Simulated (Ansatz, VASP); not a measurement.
**Al5Se (Se/Al(110)): VASP beside Ansatz**

Wanted: the spread between two codes on one cell, functional and k mesh. Of the first pair: The structure shown is the start of the Ansatz relaxation below; VASP solves that cell, so the two are compared at the walk's first step.

Method: plane waves, with VASP 6.6.1 beside it; RPBE, in Ansatz 0.2.0.

## Step 1: Set-up

The cell holds 6 atoms: 5 Al and 1 Se. Its edges and angles: a = 4.050 Å, b = 2.864 Å, c = 25.200 Å, α = 90.0°, β = 90.0°, γ = 90.0°. Vacuum lies along c.

## Step 2: Ansatz: relaxation, RPBE

Ansatz runs on its default PAW (the set named soft_2) files.

The two programs are compared at the cell with which this relaxation starts, whose forces are those of its first step.

input.yaml reads:

```yaml
crystal:
  lattice:
    - [4.05, 0.0, 0.0]
    - [0.0, 2.8637824638, 0.0]
    - [0.0, 0.0, 25.20047635]
  atoms:
    - { symbol: Al, position: [0.0, 0.0, 0.3571361063] }
    - { symbol: Al, position: [0.5, 0.5, 0.4139561128] }
    - { symbol: Al, position: [0.0, 0.0, 0.4704452044] }
    - { symbol: Al, position: [0.5, 0.5, 0.5290770404] }
    - { symbol: Al, position: [0.0, 0.0, 0.5826467911] }
    - { symbol: Se, position: [0.5, 0.0, 0.6428638937] }
kpoints:
  mp_grid: { grid: [8, 10, 1] }
hamiltonian:
  xc: rpbe
scf:
  occupations: { method: fermi_dirac, width: 0.1 }
  convergence: { dr2_threshold: 1.0e-08 }
efield:
  axis: 3
  dipole_correction: true
  ramp_position: 0.97
  ramp_width: 0.06
relax:
  f_tol: 0.02
  max_steps: 60
  constraints: [{ sites: [0, 1] }]
output:
  bader: true
  write_potential: true
  write_density: true
  volumetric_format: npy
```

Run with:

```sh
> ansatz run input.yaml --threads 4 --pin off --max-ram 6144MiB --backend cpu --events-out ev --progress --plain --runs-dir out
```

Numbers of over 12 decimals in the logs are rounded to 6 here.

The log of the run:

```text
Engine: ansatz 0.2.0, aarch64-unknown-linux-gnu
Pseudopotentials: kind: paw
Pseudopotential: Al, paw, valence charge 3, recommended cutoff 420 eV (normal), Al.paw.azcp
Pseudopotential: Se, paw, valence charge 16, recommended cutoff 420 eV (normal), Se.paw.azcp
Functional definition: RPBE
  parameter kappa = 0.804
  parameter beta = 0.066725
  exchange = rpbe_x(kappa = kappa, mu = beta*pi^2/3)
  correlation = pbe_c(beta = beta)
Crystal: 6 atoms, lattice volume = 292.283 Å³
Basis set: ecut = 420 eV, 5737 PW (Γ), exchange–correlation on 60×40×360 points (8 copies of the dense FFT grid, shifted against one another)
Bands: 22, of which v1, the nominal top of the filled ones, is band 16 counted from 1 (15 counted from 0)
Symmetry: 4 space group operations
Space group: Pmm2 (ITA 25), of the structure as read, at distance tolerance 6.6e-5 Å
k-points: 30 of 80
Non-local potential: Al, projectors of the file, l = 0: 2, l = 1: 2, l = 2: 1
Non-local potential: Se, projectors of the file, l = 0: 2, l = 1: 2, l = 2: 3, l = 3: 1
PAW form: soft (Blöchl's): semilocal exchange-correlation on the pseudo side does not see the compensation charge
PAW frozen core: Al, regenerated for the run's functional, and the local potential with it (the file was generated under x = pbe(κ = 0.804, μ = 0.219515), c = pbe(β = 0.066725))
PAW frozen core: Se, regenerated for the run's functional, and the local potential with it (the file was generated under x = pbe(κ = 0.804, μ = 0.219515), c = pbe(β = 0.066725))
PAW one-centre angular grid: Al, 110 points (default); XC on 64 Gauss nodes
PAW one-centre angular grid: Se, 590 points (default); XC on 64 Gauss nodes
Initial density: superposition of atomic densities (neutral atoms: chi_scale 0, normalization atom), corrected by the library's trained network
Initial wavefunctions: pseudopotential atomic-orbital guess
Functional: x = rpbe, c = pbe(β = 0.066725)
SCF iter   1: F=—  HF=-8176.930576 eV  |F-HF|=—  |Δ(HF+E_count)|=         —  Δρ=2.10e-3  dr2=9.29e-2  ethr=1.77e-3  p=-0.059 e·Å  D=-3.68e-2 V/Å  ΔV_dip=0.93 eV  dr2_dipole=4.10e-2  V_vac-E_F(+/−)=4.85/3.92 eV  ⟨swp⟩=8.5  Hψ=4065  notcnv=0
efield: sawtooth ramp at fractional position 0.9700 (set: `efield.ramp_position`, or a place that a band, a saddle search or an elastic batch's reference lends), width 0.0600; the density the first Hamiltonian is built on has a dipole p = -0.059 e·Å; the dipole correction subtracts the counter field D = -3.68e-2 V/Å, which shifts the + side's vacuum level by +0.93 eV against the − side's; the planar-averaged density in the ramp window peaks in size at 9.8e-6 e/Å³
preconditioner: auto → LDOS  [metal: Δε(μ)=0.033 eV  Ē_g=7.246 eV  σ=0.100 eV  W_gap=0.08  n_scr=32 (ndim 8)  ℏωp=10.0 eV  f_vac=0.557  D(μ)=2.68/eV (n_scr^D=10)  β→1.0]
SCF iter   2: F=—  HF=-8176.925808 eV  |F-HF|=—  |Δ(HF+E_count)|=   4.77e-3  Δρ=6.28e-4  dr2=4.68e-3  ethr=3.00e-4  p=-0.046 e·Å  D=-2.86e-2 V/Å  ΔV_dip=0.72 eV  dr2_dipole=1.65e-3  V_vac-E_F(+/−)=4.88/4.16 eV  ⟨swp⟩=2.2  Hψ=1112  notcnv=0
SCF iter   3: F=—  HF=-8176.925973 eV  |F-HF|=—  |Δ(HF+E_count)|=   1.65e-4  Δρ=4.12e-4  dr2=1.49e-3  ethr=1.51e-5  p=-0.039 e·Å  D=-2.42e-2 V/Å  ΔV_dip=0.61 eV  dr2_dipole=2.41e-5  V_vac-E_F(+/−)=4.79/4.18 eV  ⟨swp⟩=2.8  Hψ=1374  notcnv=0
SCF iter   4: F=—  HF=-8176.925610 eV  |F-HF|=—  |Δ(HF+E_count)|=   3.63e-4  Δρ=8.98e-5  dr2=4.68e-5  ethr=4.81e-6  p=-0.041 e·Å  D=-2.54e-2 V/Å  ΔV_dip=0.64 eV  dr2_dipole=4.30e-6  V_vac-E_F(+/−)=4.83/4.19 eV  ⟨swp⟩=2.2  Hψ=1078  notcnv=0
SCF iter   5: F=—  HF=-8176.925722 eV  |F-HF|=—  |Δ(HF+E_count)|=   1.12e-4  Δρ=2.61e-5  dr2=3.62e-6  ethr=1.51e-7  p=-0.040 e·Å  D=-2.50e-2 V/Å  ΔV_dip=0.63 eV  dr2_dipole=8.51e-9  V_vac-E_F(+/−)=4.83/4.20 eV  ⟨swp⟩=2.4  Hψ=1055  notcnv=0
SCF iter   6: F=—  HF=-8176.925733 eV  |F-HF|=—  |Δ(HF+E_count)|=   1.09e-5  Δρ=7.77e-6  dr2=6.01e-7  ethr=1.17e-8  p=-0.040 e·Å  D=-2.49e-2 V/Å  ΔV_dip=0.63 eV  dr2_dipole=1.82e-8  V_vac-E_F(+/−)=4.83/4.20 eV  ⟨swp⟩=2.0  Hψ=932  notcnv=0
SCF iter   7: F=—  HF=-8176.925733 eV  |F-HF|=—  |Δ(HF+E_count)|=   2.07e-7  Δρ=1.66e-6  dr2=1.40e-8  ethr=1.94e-9  p=-0.040 e·Å  D=-2.48e-2 V/Å  ΔV_dip=0.63 eV  dr2_dipole=8.08e-11  V_vac-E_F(+/−)=4.83/4.20 eV  ⟨swp⟩=2.3  Hψ=981  notcnv=0
SCF iter   8: F=-8176.925733 eV  HF=-8176.925733 eV  |F-HF|=1.47e-9  |Δ(HF+E_count)|=   1.90e-8  Δρ=4.62e-7  dr2=2.63e-9  ethr=3.23e-11  p=-0.040 e·Å  D=-2.48e-2 V/Å  ΔV_dip=0.63 eV  dr2_dipole=6.15e-10  V_vac-E_F(+/−)=4.83/4.20 eV  ⟨swp⟩=9.5  Hψ=4256  notcnv=0
SCF 1 converged in 8 iterations: F = -8176.925733 eV  dr2 = 2.63e-9
  greatest PAW one-centre occupation: 1.000 electrons in one spin orbital (limit 2), on the Se atom at site 5 (counted from 0), in its partial waves of l = 2
[...]
SCF iter   6: F=—  HF=-8177.105281 eV  |F-HF|=—  |Δ(HF+E_count)|=   4.66e-7  Δρ=7.10e-6  dr2=3.45e-7  ethr=2.92e-9  p=-0.065 e·Å  D=-4.02e-2 V/Å  ΔV_dip=1.01 eV  dr2_dipole=3.01e-9  V_vac-E_F(+/−)=5.12/4.10 eV  ⟨swp⟩=2.9  Hψ=1343  notcnv=0  defer=2
SCF iter   7: F=—  HF=-8177.105281 eV  |F-HF|=—  |Δ(HF+E_count)|=   6.21e-8  Δρ=1.94e-6  dr2=1.22e-8  ethr=1.11e-9  p=-0.065 e·Å  D=-4.03e-2 V/Å  ΔV_dip=1.01 eV  dr2_dipole=2.33e-12  V_vac-E_F(+/−)=5.12/4.10 eV  ⟨swp⟩=2.1  Hψ=896  notcnv=0  defer=2
SCF iter   8: F=-8177.105281 eV  HF=-8177.105281 eV  |F-HF|=3.86e-9  |Δ(HF+E_count)|=   2.44e-8  Δρ=5.65e-7  dr2=7.16e-10  ethr=3.23e-11  p=-0.065 e·Å  D=-4.03e-2 V/Å  ΔV_dip=1.01 eV  dr2_dipole=1.83e-11  V_vac-E_F(+/−)=5.12/4.10 eV  ⟨swp⟩=9.1  Hψ=4005  notcnv=0
SCF 3 converged in 8 iterations: F = -8177.105281 eV  dr2 = 7.16e-10
relax step   3: F+E_penalty+E_count = -8177.10528059 eV  Δ(F+E_penalty+E_count) = -4.487e-2 eV  max|allowed force component| = 1.621e-1 eV/Å  Δτ_max = 0.1950 Å  (8 SCF iters, accepted)
[...]
relax step   4: F+E_penalty+E_count = -8177.10842519 eV  Δ(F+E_penalty+E_count) = -3.145e-3 eV  max|allowed force component| = 3.115e-2 eV/Å  Δτ_max = 0.0606 Å  (7 SCF iters, accepted)
[...]
relax step   5: F+E_penalty+E_count = -8177.10861601 eV  Δ(F+E_penalty+E_count) = -1.908e-4 eV  max|allowed force component| = 1.827e-3 eV/Å  Δτ_max = 0.0084 Å  (5 SCF iters, accepted)
NSCF: frozen V_eff on 30 k-points
the band table was solved once a step of the walk had ended and its energy, with any forces and stress, was formed, with the checks that follow a solve (4422 applications of the Hamiltonian). They found nothing against the state; the energy, forces and stress were not computed again (output.eigenvalues in the input reference)
SCF converged after 5 iterations
Free energy (F): -8177.108616 eV
Harris-Foulkes:  -8177.108616 eV  (|F-HF|=2.82e-10)
Internal energy: -8177.037462 eV  (E = F + TS)
E sigma→0 (E₀):  -8177.073039 eV
Entropy (-TS):   -0.071154 eV (-11.859 meV/atom)
Fermi energy:    0.121422 eV
Dipole field:    D = -0.039489 V/Å  (p = -0.063785 e·Å, saw-weighted, corrected)
Work function:   Φ+ = 5.0963 eV   Φ− = 4.1012 eV
Levels:          The Fermi level and band energies are counted from a zero that moves with the ramp; work functions are not
--- Per-component energies (eV) ---
  E_band       = -569.924545
  E_kinetic    = 223.586592
  E_local      = -15649.059300  (includes V_loc(G=0)·N_el)
  E_nonlocal   = -546.858684
  E_hartree    = 7716.567474
  E_xc         = -299.215013
  E_vxc        = -236.351976  (∫ρ·V_xc dr)
  E_paw        = -4267.031707  (= ΣΔE_a)
  E_vpaw       = 203.463471  (= ΣTr[D̂ρ^β])
  E_aug_tail   = -0.000597  (compensation charges beyond the density's cutoff)
  E_efield     = 0.001259  (sawtooth field / dipole correction)
  E_vefield    = 2.151227  (∫n·V_field dr)
  E_ewald      = 4645.333418
  E_core_change = -0.360906  (= ΣΔE_core)
  E_smearing   = -0.071154  (= −TS)
  E_closure    = -0.000000  (closes the sum)
  Σ components = -8177.108616   (vs F -8177.108616, Δ=0.00e0)
--- Forces (eV/Å), atoms counted from 1 ---
  atom   1  Al     0.00000000     0.00000000     0.10926445
  atom   2  Al     0.00000000     0.00000000    -0.10973762
  atom   3  Al     0.00000000     0.00000000     0.00103325
  atom   4  Al     0.00000000     0.00000000    -0.00132608
  atom   5  Al     0.00000000     0.00000000     0.00182675
  atom   6  Se     0.00000000     0.00000000    -0.00108542
  max |Σ_I F_I| component: 2.47e-5 eV/Å
--- Band table (eV; the first three rows and the last of 30) ---
  k-point 0: bands = [... 12 lower, -1.4880, -0.7645, -0.1142, 0.0433, 1.3590, 2.2401, 2.3050, 2.8797, ... 2 higher]
  k-point 1: bands = [... 12 lower, -1.3538, -0.6056, 0.0477, 0.1855, 1.4546, 1.7108, 2.3859, 2.4649, ... 2 higher]
  k-point 2: bands = [... 12 lower, -1.1635, -0.5991, -0.1227, 0.5318, 0.7387, 1.2431, 2.0210, 2.5046, ... 2 higher]
  k-point 29: bands = [... 12 lower, -2.4525, -2.2734, -1.5895, -1.0045, -0.9127, -0.8275, 1.0424, 1.0544, ... 2 higher]
--- Relaxed structure (5 steps of the walk, 5 accepted, 0 SCFs on fresh bases) ---
  F+E_penalty+E_count = -8177.10861601 eV   max|allowed force component| = 1.827e-3 eV/Å
  atoms:
    - { symbol: Al, position: [0.0, 0.0, 0.357136] }
    - { symbol: Al, position: [0.5, 0.5, 0.413956] }
    - { symbol: Al, position: [0.0, 0.0, 0.472283] }
    - { symbol: Al, position: [0.5, 0.5, 0.529266] }
    - { symbol: Al, position: [0.0, 0.0, 0.595317] }
    - { symbol: Se, position: [0.5, 0.0, 0.659707] }
--- Bader charges: 6 sites ---
  site symbol  charge [e]  shift [e]
     0     Al      0.0060     0.0000
     1     Al     -0.0029     0.0000
     2     Al     -0.0179     0.0000
     3     Al      0.0653     0.0000
     4     Al      0.7924     0.0005
     5     Se     -0.8428     0.0005
  estimated error of the sums over rays = 4.2e-4 e
```

Reading the cycles: dr2 is the Hartree energy of the density residual (eV), the measure of convergence; HF is the Harris–Foulkes estimate of the energy, which meets the free energy F at convergence.

## Step 3: VASP: single point, RPBE, start cell, pair 1

The same cell, functional, mesh and smearing now go to VASP, with its own data sets.

Lines of VASP's logs that name or quote its potential files are left out, and so is its time.

INCAR reads:

```
SYSTEM = Al5Se
PREC = Accurate
ENCUT = 400
EDIFF = 1E-06
NELM = 120
ISMEAR = -1
SIGMA = 0.1
LREAL = .FALSE.
ALGO = Normal
GGA = RP
NBANDS = 16
LORBIT = 11
LWAVE = .FALSE.
LCHARG = .FALSE.
ISIF = 2
LDIPOL = .TRUE.
IDIPOL = 3
DIPOL = 0.5 0.5 0.499
LVHAR = .TRUE.
LASPH = .TRUE.
GGA_COMPAT = .FALSE.
NELMDL = -8
KPAR = 4
```

POSCAR reads:

```
Al5Se
1.0
    4.0500000000      0.0000000000      0.0000000000
    0.0000000000      2.8637824638      0.0000000000
    0.0000000000      0.0000000000     25.2004763500
Al Se
5 1
Direct
    0.0000000000      0.0000000000      0.3571361063
    0.5000000000      0.5000000000      0.4139561037
    0.0000000000      0.0000000000      0.4704451946
    0.5000000000      0.5000000000      0.5290770228
    0.0000000000      0.0000000000      0.5826468038
    0.5000000000      0.0000000000      0.6428638798
```

KPOINTS reads:

```
Automatic mesh
0
Gamma
8 10 1
0 0 0
```

PAW data sets: Al and Se (PBE family, release 64).

Run with:

```sh
> mpirun -np 4 vasp_std
```

The log of the run:

```text
[banner, memory and clock lines left out]
running    4 mpi-ranks, on    1 nodes
 distrk:  each k-point on    1 cores,    4 groups
 distr:  one band on    1 cores,    1 groups

 POSCAR found type information on POSCAR AlSe
 POSCAR found :  2 types and       6 ions
|                                                                             |
|               ----> ADVICE to this user running VASP <----                  |
|                                                                             |
|     You enforced a specific xc type in the INCAR file but a different       |
|     [... a line on the potential file left out ...]
|     I HOPE YOU KNOW WHAT YOU ARE DOING!                                     |
|                                                                             |

 LDA part: xc-table for (Slater+PW92), standard interpolation
 POSCAR, INCAR and KPOINTS ok, starting setup
 FFT: planning ... GRIDC
 FFT: planning ... GRID_SOFT
 FFT: planning ... GRID
 WAVECAR not read
 entering main loop
       N       E                     dE             d eps       ncg     rms          rms(c)
DAV:   1     0.839727020592E+02    0.83973E+02   -0.57703E+03   960   0.741E+02
DAV:   2    -0.142501517026E+02   -0.98223E+02   -0.94857E+02  1448   0.144E+02
DAV:   3    -0.209412575710E+02   -0.66911E+01   -0.65893E+01  1328   0.402E+01
DAV:   4    -0.211194991203E+02   -0.17824E+00   -0.17798E+00  1312   0.807E+00
DAV:   5    -0.211305992707E+02   -0.11100E-01   -0.11100E-01  1712   0.186E+00
DAV:   6    -0.211307283734E+02   -0.12910E-03   -0.12910E-03  1568   0.164E-01
DAV:   7    -0.211307367599E+02   -0.83866E-05   -0.83865E-05  1680   0.332E-02
DAV:   8    -0.211307371544E+02   -0.39441E-06   -0.39440E-06  1440   0.498E-03    0.553E+00
DAV:   9    -0.204189435480E+02    0.71179E+00   -0.39323E+00  1136   0.845E+00    0.323E+00
DAV:  10    -0.203890746735E+02    0.29869E-01   -0.87432E-01  1280   0.451E+00    0.155E+00
DAV:  11    -0.206210831694E+02   -0.23201E+00   -0.44363E+00  1216   0.774E+00    0.145E+00
DAV:  12    -0.203191767820E+02    0.30191E+00   -0.23073E+00  1264   0.540E+00    0.299E-01
DAV:  13    -0.203205101077E+02   -0.13333E-02   -0.50710E-02  1264   0.122E+00    0.197E-01
DAV:  14    -0.203194412356E+02    0.10689E-02   -0.48470E-03  1400   0.377E-01    0.942E-02
[...]
DAV:  19    -0.203176904889E+02   -0.13282E-03   -0.10255E-04  1096   0.392E-02    0.552E-03
DAV:  20    -0.203177407481E+02   -0.50259E-04   -0.15040E-05  1160   0.143E-02    0.482E-03
DAV:  21    -0.203177735991E+02   -0.32851E-04   -0.12269E-05  1184   0.127E-02    0.303E-03
DAV:  22    -0.203177907431E+02   -0.17144E-04   -0.99532E-07   992   0.433E-03    0.169E-03
DAV:  23    -0.203178013258E+02   -0.10583E-04   -0.10555E-06   936   0.364E-03    0.892E-04
DAV:  24    -0.203178075902E+02   -0.62645E-05   -0.54471E-07   880   0.306E-03    0.740E-04
DAV:  25    -0.203178105906E+02   -0.30004E-05   -0.31662E-07   840   0.216E-03    0.453E-04
DAV:  26    -0.203178105795E+02    0.11072E-07   -0.26593E-08   672   0.977E-04
   1 F= -.20317811E+02 E0= -.20274239E+02  d E =-.871425E-01
```

OUTCAR, selected parts (step 3):

```text
ion  position               nearest neighbor table
   1  0.000  0.000  0.357-   3 2.86   2 2.86   2 2.86   2 2.86   2 2.86
   2  0.500  0.500  0.414-   3 2.86   3 2.86   3 2.86   3 2.86   1 2.86   1 2.86   1 2.86   1 2.86
                             4 2.90
   3  0.000  0.000  0.470-   5 2.83   1 2.86   2 2.86   2 2.86   2 2.86   2 2.86   4 2.89   4 2.89
                             4 2.89   4 2.89
   4  0.500  0.500  0.529-   5 2.82   5 2.82   5 2.82   5 2.82   3 2.89   3 2.89   3 2.89   3 2.89
                             2 2.90
   5  0.000  0.000  0.583-   6 2.53   6 2.53   4 2.82   4 2.82   4 2.82   4 2.82   3 2.83
   6  0.500  0.000  0.643-   5 2.53   5 2.53

  LATTYP: Found a simple orthorhombic cell.
 ALAT       =     2.8637824638
 B/A-ratio  =     1.4142135624
 C/A-ratio  =     8.7997173907

 Subroutine GETGRP returns: Found  4 space group operations
 (whereof  4 operations were pure point group operations)

The static configuration has the point symmetry C_2v.

 Found     30 irreducible k-points:

   k-points           NKPTS =     30   k-points in BZ     NKDIM =     30   number of bands    NBANDS=     16

   dimension x,y,z NGX =    28 NGY =   20 NGZ =  168
   dimension x,y,z NGXF=    56 NGYF=   40 NGZF=  336

   ENCUT  =  400.0 eV  29.40 Ry    5.42 a.u.   6.60  4.67 41.10*2*pi/ulx,y,z

   NELECT =      21.0000    total number of electrons

 k-points in reciprocal lattice and weights: Automatic mesh
   0.00000000  0.00000000  0.00000000       0.013
   0.12500000  0.00000000  0.00000000       0.025
   0.25000000  0.00000000  0.00000000       0.025
   0.37500000  0.00000000  0.00000000       0.025
   0.50000000  0.00000000  0.00000000       0.013
   0.00000000  0.10000000  0.00000000       0.025
   0.12500000  0.10000000  0.00000000       0.050
   0.25000000  0.10000000  0.00000000       0.050
   0.37500000  0.10000000  0.00000000       0.050
[...]
0.37500000  0.50000000  0.00000000       0.025
   0.50000000  0.50000000  0.00000000       0.013

 dipolmoment           0.000000      0.000000      0.039994 electrons x Angstroem

 average (electrostatic) potential at core
       1 -81.1848       2 -81.1358       3 -81.0472       4 -81.1827       5 -81.2459
       6 -59.1258

 E-fermi :  -0.1929

 k-point     1 :       0.0000    0.0000    0.0000
  band No.  band energies     occupation
    ...
      7      -2.3670      2.00000
      8      -1.8720      2.00000
      9      -1.1249      1.99982
     10      -0.6483      1.97915
     11      -0.4109      1.79678
     12       1.1169      0.00000
     13       1.9634      0.00000
     14       2.0096      0.00000
     15       2.1139      0.00000
     16       3.7436      0.00000

 k-point     2 :       0.1250    0.0000    0.0000
  band No.  band energies     occupation
    ...
      6      -3.9982      2.00000
      7      -3.5461      2.00000
      8      -2.0830      2.00000
      9      -1.1947      1.99991
     10      -0.2013      1.04162
     11       0.6230      0.00057
     12       1.2489      0.00000
     13       1.8634      0.00000
     14       2.0429      0.00000
     15       2.8516      0.00000
    ...

 k-point     3 :       0.2500    0.0000    0.0000
  band No.  band energies     occupation
    ...
      6      -5.2466      2.00000
      7      -3.6692      2.00000
      8      -3.3432      2.00000
      9      -1.0522      1.99963
     10      -0.7421      1.99179
     11       1.5745      0.00000
     12       2.1260      0.00000
     13       2.3373      0.00000
     14       2.7676      0.00000
     15       3.4042      0.00000
    ...

  Total       -0.5862464     -2.3342548      3.6806593      0.0000000      0.0000000      0.0000000
  in kB       -3.2135640    -12.7954345     20.1758759      0.0000000      0.0000000      0.0000000
  external PRESSURE =       1.3889591 kB  Pullay stress =       0.0000000 kB

  energy-cutoff  :      400.00
  volume of cell :      292.28
      direct lattice vectors                 reciprocal lattice vectors
     4.050000000  0.000000000  0.000000000     0.246913580  0.000000000  0.000000000
     0.000000000  2.863782464  0.000000000     0.000000000  0.349188534  0.000000000
     0.000000000  0.000000000 25.200476350     0.000000000  0.000000000  0.039681790

 POSITION                                       TOTAL-FORCE (eV/Angst)
 -----------------------------------------------------------------------------------
      0.00000      0.00000      9.00000         0.000000      0.000000     -0.066769
      2.02500      1.43189     10.43189         0.000000      0.000000     -0.205920
      0.00000      0.00000     11.85544         0.000000      0.000000     -0.066862
      2.02500      1.43189     13.33299         0.000000      0.000000     -0.557194
      0.00000      0.00000     14.68298         0.000000      0.000000     -0.094080
      2.02500      0.00000     16.20048         0.000000      0.000000      0.990824
 -----------------------------------------------------------------------------------
    total drift:                               -0.000000     -0.000000     -0.000051

  FREE ENERGIE OF THE ION-ELECTRON SYSTEM (eV)
  ---------------------------------------------------
  free  energy   TOTEN  =       -20.3178105795 eV

  energy  without entropy=      -20.2306680367  energy(sigma->0) =      -20.27423931

 vacuum level on the upper side and lower side of the slab         4.636         4.012

 total charge
# of ion       s       p       d       tot
------------------------------------------
    1        0.465   0.289   0.000   0.754
    2        0.429   0.330   0.000   0.760
    3        0.432   0.336   0.000   0.768
    4        0.449   0.312   0.000   0.761
    5        0.418   0.341   0.000   0.759
    6        1.494   2.254   0.040   3.788
--------------------------------------------------
tot          3.687   3.863   0.040   7.590

[... 3 further parts left out ...]
```

(Part 1 of 2 ends here.)

[Lines on the potential files, build, host, timing and source positions are cut from VASP's logs without a mark.]

[Logs are printed without paths, hosts, clocks, repeated set-up lines and the standing remarks that a program may print on its own settings, such as how far it seeks lower states.]

[Hosts, paths, dates, database ids (printed as entryN), source tags and the programs' standing remarks are cut or masked in the printed files.]
